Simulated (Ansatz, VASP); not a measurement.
# MgO (Periclase) in two plane-wave programs

One calculation is typed for both programs; each brings its own data sets. How far apart do they land? Valence electrons are named where the data sets of a main pair hold unlike numbers.

Main program and level: Ansatz 0.2.0; plane waves, with VASP 6.6.1 beside it; band structure at HSE06 and band structure at HSEsol.

The database entry behind the starting cell differs from later determinations by our own check (about 0.1 % long), so it need not match the best structure at ambient conditions.

## Step 1: Set-up

The structure is cubic, space group Fm-3m (No. 225). The conventional cell has a = 4.217 Å, b = 4.217 Å, c = 4.217 Å, α = 90.00°, β = 90.00°, γ = 90.00°. Nearest to Mg lie 6 O at 2.11 Å. Nearest to O lie 6 Mg at 2.11 Å. Farther neighbours and most contacts between anions are not listed.

Structure file:

```cif
data_structure
_symmetry_space_group_name_H-M 'Fm-3m'
_symmetry_Int_Tables_number 225
_cell_length_a 4.2170
_cell_length_b 4.2170
_cell_length_c 4.2170
_cell_angle_alpha 90.000
_cell_angle_beta 90.000
_cell_angle_gamma 90.000
_cell_volume 74.99
loop_
_atom_site_label
_atom_site_type_symbol
_atom_site_symmetry_multiplicity
_atom_site_Wyckoff_symbol
_atom_site_fract_x
_atom_site_fract_y
_atom_site_fract_z
_atom_site_occupancy
Mg1 Mg 4 a 0.00000 0.00000 0.00000 1
O1 O 4 b 0.50000 0.00000 0.00000 1
```

## Step 2: VASP: band structure, HSE06

Levels along a path test the potential and the projectors away from the mesh points.

Lines of VASP's logs that name or quote its potential files are left out, and so is its time.

The run reads the wave functions of an earlier VASP run, which isn't shown here.

Input file INCAR:

```
SYSTEM = MgO
PREC = Accurate
ENCUT = 520
EDIFF = 1E-06
NELM = 100
ISMEAR = 0
SIGMA = 0.02
LREAL = .FALSE.
ALGO = Normal
LHFCALC = .TRUE.
AEXX = 0.25
GGA = PE
HFSCREEN = 0.2
LASPH = .TRUE.
NBANDS = 10
PRECFOCK = Fast
LORBIT = 11
LWAVE = .FALSE.
LCHARG = .FALSE.
KPAR = 4
```

Input file POSCAR:

```
MgO
1.0
    0.0000000000      2.1085000000      2.1085000000
    2.1085000000      0.0000000000      2.1085000000
    2.1085000000      2.1085000000      0.0000000000
Mg O
1 1
Direct
    0.0000000000      0.0000000000      0.0000000000
    0.5000000000      0.5000000000      0.5000000000
```

Input file KPOINTS:

```
Automatic mesh
0
Gamma
6 6 6
0 0 0
```

Input file KPOINTS_OPT:

```
Line mode
6
Line-mode
Reciprocal
  0.00000000   0.00000000   0.00000000 GAMMA
  0.50000000   0.00000000   0.50000000 X

  0.50000000   0.00000000   0.50000000 X
  0.50000000   0.25000000   0.75000000 W

  0.50000000   0.25000000   0.75000000 W
  0.37500000   0.37500000   0.75000000 K

  0.37500000   0.37500000   0.75000000 K
  0.00000000   0.00000000   0.00000000 GAMMA

  0.00000000   0.00000000   0.00000000 GAMMA
  0.50000000   0.50000000   0.50000000 L

  0.50000000   0.50000000   0.50000000 L
  0.62500000   0.25000000   0.62500000 U

  0.62500000   0.25000000   0.62500000 U
  0.50000000   0.25000000   0.75000000 W

  0.50000000   0.25000000   0.75000000 W
  0.50000000   0.50000000   0.50000000 L

  0.50000000   0.50000000   0.50000000 L
  0.37500000   0.37500000   0.75000000 K

  0.62500000   0.25000000   0.62500000 U
  0.50000000   0.00000000   0.50000000 X
```

The projector-augmented-wave data sets are Mg and O (PBE family, release 64).

Run with:

```
$ mpirun -np 4 vasp_std
```

Numbers of over 12 decimals in the logs are rounded to 6 here.

Output:

```text
[banner, memory and clock lines left out]
running    4 mpi-ranks, on    1 nodes
 distrk:  each k-point on    1 cores,    4 groups
 distr:  one band on    1 cores,    1 groups

 POSCAR found type information on POSCAR MgO
 POSCAR found :  2 types and       2 ions
 LDA part: xc-table for (Slater+PW92), standard interpolation
 found WAVECAR, reading the header
 POSCAR, INCAR and KPOINTS ok, starting setup
 FFT: planning ... GRIDC
 FFT: planning ... GRID_SOFT
 FFT: planning ... GRID
 reading WAVECAR
 the WAVECAR file was read successfully
 initial charge from wavefunction
 entering main loop
       N       E                     dE             d eps       ncg     rms          rms(c)
DAV:   1    -0.142293314050E+02   -0.14229E+02   -0.33722E-01   320   0.405E+00    0.288E-01
DAV:   2    -0.142306708568E+02   -0.13395E-02   -0.24780E-03   338   0.435E-01    0.202E-01
DAV:   3    -0.142302046123E+02    0.46624E-03   -0.41850E-04   332   0.127E-01    0.129E-01
DAV:   4    -0.142300610809E+02    0.14353E-03   -0.58501E-05   326   0.734E-02    0.786E-02
DAV:   5    -0.142300090003E+02    0.52081E-04   -0.18801E-05   324   0.536E-02    0.447E-02
DAV:   6    -0.142299920379E+02    0.16962E-04   -0.67046E-06   324   0.313E-02    0.256E-02
DAV:   7    -0.142299865356E+02    0.55023E-05   -0.22727E-06   324   0.169E-02    0.151E-02
DAV:   8    -0.142299847349E+02    0.18007E-05   -0.86965E-07   160   0.102E-02    0.905E-03
DAV:   9    -0.142299841259E+02    0.60900E-06   -0.33956E-07   162   0.703E-03
   1 F= -.14229984E+02 E0= -.14229984E+02  d E =-.119449E-52
 Start KPOINTS_OPT (optional k-point list driver)
k-point batch [1-16\60]
       N       E                     dE             ncg
DAV:   1    -0.470217866838E+02   -0.52175E+04      384
DAV:   2    -0.507220118426E+03   -0.46020E+03      370
DAV:   3    -0.521301872271E+03   -0.14082E+02      368
DAV:   4    -0.521409431741E+03   -0.10756E+00      358
DAV:   5    -0.521409693552E+03   -0.26181E-03      364
DAV:   6    -0.521409694455E+03   -0.90256E-06      364
[...]
k-point batch [49-60\60]
       N       E                     dE             ncg
DAV:   1     0.144515482996E+04   -0.45513E+04      264
DAV:   2     0.107072855667E+04   -0.37443E+03      294
DAV:   3     0.105850853890E+04   -0.12220E+02      276
DAV:   4     0.105840851163E+04   -0.10003E+00      278
DAV:   5     0.105840828016E+04   -0.23147E-03      282
DAV:   6     0.105840827933E+04   -0.82666E-06      280
```

From OUTCAR (step 2):

```text
ion  position               nearest neighbor table
   1  0.000  0.000  0.000-   2 2.11   2 2.11   2 2.11   2 2.11   2 2.11   2 2.11
   2  0.500  0.500  0.500-   1 2.11   1 2.11   1 2.11   1 2.11   1 2.11   1 2.11

  LATTYP: Found a face centered cubic cell.
 ALAT       =     4.2170000000

 Subroutine GETGRP returns: Found 48 space group operations
 (whereof 48 operations were pure point group operations)

The static configuration has the point symmetry O_h .

 Found     16 irreducible k-points:

   k-points           NKPTS =     16   k-points in BZ     NKDIM =    216   number of bands    NBANDS=     10

   dimension x,y,z NGX =    24 NGY =   24 NGZ =   24
   dimension x,y,z NGXF=    48 NGYF=   48 NGZF=   48

   ENCUT  =  520.0 eV  38.22 Ry    6.18 a.u.   5.54  5.54  5.54*2*pi/ulx,y,z

   NELECT =       8.0000    total number of electrons

 k-points in reciprocal lattice and weights: Automatic mesh
   0.00000000  0.00000000  0.00000000       0.005
   0.16666667  0.00000000  0.00000000       0.037
   0.33333333  0.00000000  0.00000000       0.037
   0.50000000  0.00000000  0.00000000       0.019
   0.16666667  0.16666667  0.00000000       0.028
   0.33333333  0.16666667  0.00000000       0.111
   0.50000000  0.16666667  0.00000000       0.111
  -0.33333333  0.16666667  0.00000000       0.111
  -0.16666667  0.16666667  0.00000000       0.056
[...]
-0.33333333  0.33333333  0.16666667       0.111
  -0.33333333  0.50000000  0.16666667       0.056

  exchange ACFDT corr.  =         0.00000000  see jH, gK, PRB 81, 115126

 average (electrostatic) potential at core
       1 -30.8119       2 -63.4412

 E-fermi :   2.1151

 k-point     1 :       0.0000    0.0000    0.0000
  band No.  band energies     occupation
      1     -16.9055      2.00000
      2       1.9024      2.00000
      3       1.9024      2.00000
      4       1.9024      2.00000
      5       8.3261      0.00000
      6      19.6560      0.00000
      7      19.6560      0.00000
      8      19.6560      0.00000
      9      23.5726      0.00000
    ...

 k-point     2 :       0.1667    0.0000    0.0000
  band No.  band energies     occupation
      1     -16.6099      2.00000
      2       0.3398      2.00000
      3       1.7136      2.00000
      4       1.7136      2.00000
      5       9.7933      0.00000
      6      17.3040      0.00000
      7      20.2603      0.00000
      8      20.2603      0.00000
      9      24.2102      0.00000
    ...

 k-point     3 :       0.3333    0.0000    0.0000
  band No.  band energies     occupation
      1     -15.9472      2.00000
      2      -1.9899      2.00000
      3       1.3601      2.00000
      4       1.3601      2.00000
      5      11.3695      0.00000
      6      16.3037      0.00000
      7      20.4818      0.00000
      8      20.4818      0.00000
      9      24.9733      0.00000
    ...

  energy-cutoff  :      520.00
  volume of cell :       18.75
      direct lattice vectors                 reciprocal lattice vectors
     0.000000000  2.108500000  2.108500000    -0.237135404  0.237135404  0.237135404
     2.108500000  0.000000000  2.108500000     0.237135404 -0.237135404  0.237135404
     2.108500000  2.108500000  0.000000000     0.237135404  0.237135404 -0.237135404

 POSITION                                       TOTAL-FORCE (eV/Angst)
 -----------------------------------------------------------------------------------
      0.00000      0.00000      0.00000        -0.000000     -0.000000      0.000000
      2.10850      2.10850      2.10850         0.000000      0.000000     -0.000000
 -----------------------------------------------------------------------------------
    total drift:                               -0.000073     -0.000098     -0.000098

  FREE ENERGIE OF THE ION-ELECTRON SYSTEM (eV)
  ---------------------------------------------------
  free  energy   TOTEN  =       -14.2299841259 eV

  energy  without entropy=      -14.2299841259  energy(sigma->0) =      -14.22998413

 total charge
# of ion       s       p       d       tot
------------------------------------------
    1        0.143   0.176   0.077   0.396
    2        1.546   3.583   0.000   5.129
--------------------------------------------------
tot          1.689   3.759   0.077   5.526

[... 3 further parts left out ...]
```

## Step 3: Ansatz: band structure, HSE06

Ansatz runs on its default PAW (the set named soft_2) files.

The same cell, functional, mesh and smearing now go to Ansatz, which takes its cutoff from its data sets.

Input file input.yaml:

```yaml
crystal:
  lattice:
    - [0.0, 2.1085, 2.1085]
    - [2.1085, 0.0, 2.1085]
    - [2.1085, 2.1085, 0.0]
  atoms:
    - { symbol: Mg, position: [0.0, 0.0, 0.0] }
    - { symbol: O, position: [0.5, 0.5, 0.5] }
hamiltonian:
  xc: { exchange: pbe, correlation: pbe, exx: { coeff: 0.25, omega: 0.2 } }
  pseudopotentials: { kind: paw }
kpoints:
  mp_grid: { grid: [6, 6, 6] }
  band_path:
    path:
      - [0.0, 0.0, 0.0]
      - [0.5, 0.0, 0.5]
      - [0.5, 0.2, 0.7]
      - [0.4, 0.35, 0.75]
      - [0.15, 0.15, 0.3]
      - [0.2, 0.2, 0.2]
      - [0.55, 0.4, 0.55]
      - [0.6, 0.25, 0.65]
      - [0.5, 0.25, 0.75]
      - [0.5, 0.5, 0.5]
      - [0.375, 0.375, 0.75]
      - [0.5, 0.0, 0.5]
    npoints: 1
scf:
  occupations: { method: gaussian, width: 0.02 }
  n_extra_bands: 7
output:
  forces: true
  stress: true
  eigenvalues: true
```

Run with:

```
$ ansatz run input.yaml --threads 4 --pin off --max-ram 9216MiB --backend cpu --events-out ev --progress --plain --runs-dir out
```

Output:

```text
Warning: output.stress: scf.convergence.dr2_threshold = 1e-7 eV (the SCF's general default) is looser than the 2e-10 eV advised for a printed stress (1e-10 eV for each atom of the cell: 2). What an SCF threshold leaves in a stress goes as its square root, and in the free energy as the threshold itself, and one threshold admits the most on a small cell: [figures from the program's tests cut] Set scf.convergence.dr2_threshold to 2e-10 eV or tighter. The threshold is an SCF's pass mark: one that does not reach it within its budget of iterations ends unconverged, or closes short of it on a stop that the run arms, and scf.convergence.dr2_threshold's page says what that costs each kind of run
Warning: output.stress: scf.exx.energy_threshold = 1e-6 eV is looser than the 2e-8 eV advised for a stress under a hybrid functional (1e-8 eV for each atom of the cell: 2). Every SCF of the exchange loop can meet its threshold on dr2 while the loop round them stops early: no threshold on dr2 bounds what that leaves in the stress. Set scf.exx.energy_threshold to 2e-8 eV or tighter. The threshold is the loop's pass mark: a loop that does not reach it within its budget of cycles ends unconverged, and scf.exx.energy_threshold's page has the law
scf.n_extra_bands = 7 over 8 filled bands (N_el = 16.0): the run solves 15 bands
Engine: ansatz 0.2.0, x86_64-unknown-linux-gnu
Pseudopotentials: kind: paw
Pseudopotential: Mg, paw, valence charge 10, recommended cutoff 420 eV (normal), Mg.paw.azcp
Pseudopotential: O, paw, valence charge 6, recommended cutoff 420 eV (normal), O.paw.azcp
Functional definition: unnamed
  parameter a_1 = 0.25
  parameter omega_1 = 0.2/angstrom
  exchange = pbe_x + (-a_1)*pbe_x_sr(omega_1) + a_1*exact_x_sr(omega_1)
  correlation = pbe_c
Crystal: 2 atoms, lattice volume = 18.748 Å³
Basis set: ecut = 420 eV, 339 PW (Γ), exchange–correlation on 40×40×40 points (8 copies of the dense FFT grid, shifted against one another)
Bands: 15, of which v1, the nominal top of the filled ones, is band 8 counted from 1 (7 counted from 0)
Symmetry: 48 space group operations
Space group: Fm-3m (ITA 225), of the structure as read, at distance tolerance 2.7e-5 Å
k-points: 16 of 216
Non-local potential: Mg, projectors of the file, l = 0: 3, l = 1: 2, l = 2: 1
Non-local potential: O, projectors of the file, l = 0: 2, l = 1: 2, l = 2: 1
PAW form: soft (Blöchl's): semilocal exchange-correlation on the pseudo side does not see the compensation charge
PAW frozen core: Mg, regenerated for the run's functional, and the local potential with it (the file was generated under x = pbe(κ = 0.804, μ = 0.219515), c = pbe(β = 0.066725))
PAW frozen core: O, regenerated for the run's functional, and the local potential with it (the file was generated under x = pbe(κ = 0.804, μ = 0.219515), c = pbe(β = 0.066725))
PAW one-centre angular grid: Mg, 110 points (default); XC on 96 Gauss nodes
PAW one-centre angular grid: O, 110 points (default); XC on 96 Gauss nodes
Initial density: superposition of atomic densities (neutral atoms: chi_scale 0, normalization atom), corrected by the library's trained network
Initial wavefunctions: pseudopotential atomic-orbital guess
Functional: x = pbe(κ = 0.804, μ = 0.219515), c = pbe(β = 0.066725), warm-up for x = pbe(κ = 0.804, μ = 0.219515) + 0.25 (exact − pbe) at short range (hse, ω = 0.2 Å⁻¹), c = pbe(β = 0.066725)
SCF iter   1: F=—  HF=-2494.133073 eV  |F-HF|=—  |Δ(HF+E_count)|=         —  Δρ=6.11e-4  dr2=1.97e-5  ethr=1.77e-3  ⟨swp⟩=2.1  Hψ=1563  notcnv=0
preconditioner: auto → none  [insulator: Δε(μ)=4.706 eV  Ē_g=22.615 eV  σ=0.020 eV  W_gap=1.00  n_scr=8 (ndim 8)  ℏωp=24.3 eV  f_vac=0.000  D(μ)=0.00/eV (n_scr^D=0)]
SCF iter   2: F=-2494.133226 eV  HF=-2494.133187 eV  |F-HF|=3.88e-5  |Δ(HF+E_count)|=   1.14e-4  Δρ=2.94e-4  dr2=3.50e-6  ethr=1.23e-7  ⟨swp⟩=3.4  Hψ=451  notcnv=0  defer=2
SCF 1 stopped early in 2 iterations: F = -2494.133226 eV  dr2 = 3.50e-6
  greatest PAW one-centre occupation: 1.000 electrons in one spin orbital (limit 2), on the Mg atom at site 0 (counted from 0), in its partial waves of l = 0
Initial density: handed on by an earlier stage of this run
Initial wavefunctions: those handed on with the density
Functional: x = pbe(κ = 0.804, μ = 0.219515) + 0.25 (exact − pbe) at short range (hse, ω = 0.2 Å⁻¹), c = pbe(β = 0.066725)
Exchange kernel: α = 0.2500, screened, ω = 0.2000 Å⁻¹, Wigner–Seitz truncation, v(0) = 1118.4700 eV·Å³, q-mesh 6×6×6, nearest image of the exchange supercell L = 17.89 Å, pair-density grid 12×12×12, without the augmentation charges, whose exchange is taken in its separable form by FFT convolution over the k-point mesh (sized by the pseudopotential files, 18×18×18 at the most), smooth part of the exact exchange by density-matrix convolution
Frozen-core exchange: fock
SCF iter   1: F=—  HF=-2494.350120 eV  |F-HF|=—  |Δ(HF+E_count)|=         —  Δρ=7.77e-3  dr2=5.75e-3  ethr=2.19e-7  ⟨swp⟩=6.1  Hψ=1138  notcnv=0
preconditioner: auto → none  [insulator: Δε(μ)=6.431 eV  Ē_g=25.277 eV  σ=0.020 eV  W_gap=1.00  n_scr=8 (ndim 8)  ℏωp=24.3 eV  f_vac=0.000  D(μ)=0.00/eV (n_scr^D=0)]
SCF iter   2: F=—  HF=-2494.347832 eV  |F-HF|=—  |Δ(HF+E_count)|=   2.29e-3  Δρ=3.80e-3  dr2=1.20e-3  ethr=2.19e-7  ⟨swp⟩=3.1  Hψ=528  notcnv=0
SCF iter   3: F=—  HF=-2494.350745 eV  |F-HF|=—  |Δ(HF+E_count)|=   2.91e-3  Δρ=1.52e-3  dr2=4.85e-4  ethr=2.19e-7  ⟨swp⟩=3.7  Hψ=608  notcnv=0
SCF iter   4: F=—  HF=-2494.350627 eV  |F-HF|=—  |Δ(HF+E_count)|=   1.18e-4  Δρ=6.63e-4  dr2=7.61e-5  ethr=2.19e-7  ⟨swp⟩=3.9  Hψ=565  notcnv=0
iter 5 solved again at ethr=4.47e-9 eV; its pass at ethr=2.19e-7 eV (dr2=7.14e-7 eV) is discarded
SCF iter   5: F=—  HF=-2494.350607 eV  |F-HF|=—  |Δ(HF+E_count)|=   1.95e-5  Δρ=9.29e-5  dr2=4.08e-6  ethr=4.47e-9  ⟨swp⟩=2.8  Hψ=840  notcnv=0
SCF iter   6: F=-2494.350625 eV  HF=-2494.350630 eV  |F-HF|=4.16e-6  |Δ(HF+E_count)|=   2.22e-5  Δρ=9.93e-5  dr2=2.12e-6  ethr=4.34e-9  ⟨swp⟩=3.1  Hψ=442  notcnv=0
SCF 2 stopped early in 6 iterations: F = -2494.350625 eV  dr2 = 2.12e-6
hybrid outer 1: dexx = +3.412e-3 eV, tail = 3.66e-5 eV
Exchange kernel: α = 0.2500, screened, ω = 0.2000 Å⁻¹, Wigner–Seitz truncation, v(0) = 1118.4700 eV·Å³, q-mesh 6×6×6, nearest image of the exchange supercell L = 17.89 Å, pair-density grid 12×12×12, without the augmentation charges, whose exchange is taken in its separable form by FFT convolution over the k-point mesh (sized by the pseudopotential files, 18×18×18 at the most), smooth part of the exact exchange by density-matrix convolution
Frozen-core exchange: fock
SCF iter   1: F=—  HF=-2494.350596 eV  |F-HF|=—  |Δ(HF+E_count)|=         —  Δρ=7.62e-5  dr2=9.50e-7  ethr=1.15e-6  ⟨swp⟩=2.4  Hψ=486  notcnv=0
preconditioner: auto → none  [insulator: Δε(μ)=6.470 eV  Ē_g=25.262 eV  σ=0.020 eV  W_gap=1.00  n_scr=8 (ndim 8)  ℏωp=24.3 eV  f_vac=0.000  D(μ)=0.00/eV (n_scr^D=0)]
SCF iter   2: F=—  HF=-2494.350596 eV  |F-HF|=—  |Δ(HF+E_count)|=   3.20e-7  Δρ=1.56e-5  dr2=3.98e-8  ethr=5.78e-9  ⟨swp⟩=3.1  Hψ=461  notcnv=0
SCF iter   3: F=—  HF=-2494.350596 eV  |F-HF|=—  |Δ(HF+E_count)|=   1.57e-7  Δρ=1.27e-5  dr2=2.25e-8  ethr=8.96e-11  ⟨swp⟩=3.8  Hψ=639  notcnv=0
SCF iter   4: F=-2494.350596 eV  HF=-2494.350596 eV  |F-HF|=1.41e-11  |Δ(HF+E_count)|=   7.44e-9  Δρ=7.96e-7  dr2=2.74e-10  ethr=8.96e-11  ⟨swp⟩=3.0  Hψ=419  notcnv=0
SCF 3 converged in 4 iterations: F = -2494.350596 eV  dr2 = 2.74e-10
  Residual-converged pass: ⟨swp⟩=2.8  Hψ=383  notcnv=0  max |occ|·‖R‖ = 2.3e-6 eV (tolerance 2.4e-6 eV)  dr2=2.73e-10  dr2_onsite=1.42e-11  max |Δocc| = 0.0e0
hybrid outer 2: dexx = +1.272e-7 eV, tail = 9.01e-9 eV, Δε = 3.62e-3 eV (about 1.26e-4 eV left of the loop's levels)
NSCF: frozen V_eff on 12 k-points
hybrid SCF converged: 2 outer / 10 inner (+2 warm-up), last move |dexx| = 1.27e-7 eV, tail = 9.01e-9 eV
Stability not checked: this state was not tested for a lower state beside it, because the functional holds exact exchange (a hybrid, or Hartree-Fock), whose exchange loop this test does not read (fock_operator; see scf.lower_state_search)
Free energy (F): -2494.350596 eV
Frozen-core exchange: fock
Harris-Foulkes:  -2494.350596 eV  (|F-HF|=1.41e-11)
Internal energy: -2494.350596 eV  (E = F + TS)
E sigma→0 (E₀):  -2494.350596 eV
Fermi energy:    10.060569 eV
--- Per-component energies (eV) ---
  E_band       = -340.959756
  E_kinetic    = 256.731427
  E_local      = -1604.968243  (includes V_loc(G=0)·N_el)
  E_nonlocal   = 141.074231
  E_hartree    = 556.112660
  E_xc         = -84.717838
  E_vxc        = -107.597359  (∫ρ·V_xc dr)
  E_exx        = -71.731357  (= α·E_x^exact, valence–valence)
  E_paw        = -398.935543  (= ΣΔE_a)
  E_vpaw       = 5.035082  (= ΣTr[D̂ρ^β])
  E_aug_tail   = 0.002497  (compensation charges beyond the density's cutoff)
  E_ewald      = -1287.856876
  E_core_change = -0.061555  (= ΣΔE_core)
  E_smearing   = -0.000000  (= −TS)
  E_closure    = 0.000000  (closes the sum)
  Σ components = -2494.350596   (vs F -2494.350596, Δ=0.00e0)
--- Forces (eV/Å), atoms counted from 1 ---
  atom   1  Mg    -0.00000000     0.00000000     0.00000000
  atom   2  O      0.00000000    -0.00000000    -0.00000000
  max |Σ_I F_I| component: 1.72e-29 eV/Å
--- Stress (GPa, compression-positive) ---
       -1.828091       0.000000       0.000000
       -0.000000      -1.828091       0.000000
        0.000000      -0.000000      -1.828091
  P = ⅓ Tr σ = -1.8281 GPa (-18.281 kbar)
--- Band table (eV; the first three rows and the last of 16) ---
  k-point 0: bands = [... 4 lower, -11.9716, 6.8261, 6.8261, 6.8261, 13.2950, 24.6122, 24.6122, 24.6122, ... 3 higher]
  k-point 1: bands = [... 4 lower, -11.6668, 5.2705, 6.6376, 6.6376, 14.7572, 22.2462, 25.2185, 25.2185, ... 3 higher]
  k-point 2: bands = [... 4 lower, -10.9863, 2.9475, 6.2852, 6.2852, 16.3292, 21.2512, 25.4703, 25.4703, ... 3 higher]
  k-point 15: bands = [... 4 lower, -10.3175, 3.0505, 4.4456, 5.0465, 19.2648, 20.2704, 21.4590, 25.5599, ... 3 higher]
```

Elapsed: 9.3 s, on 4 threads of AMD EPYC 9R14 (Zen 4), shared host; peak memory 0.61 GiB.

Reading the cycles: dr2 is the Hartree energy of the density residual (eV), the measure of convergence; HF is the Harris–Foulkes estimate of the energy, which meets the free energy F at convergence.

(Continued in part 2 of 2.)

[Lines on the potential files, build, host, timing and source positions are cut from VASP's logs without a mark.]

[Logs are printed without paths, hosts, clocks, repeated set-up lines and the standing remarks that a program may print on its own settings, such as how far it seeks lower states.]

[Hosts, paths, dates, database ids (printed as entryN), source tags and the programs' standing remarks are cut or masked in the printed files.]
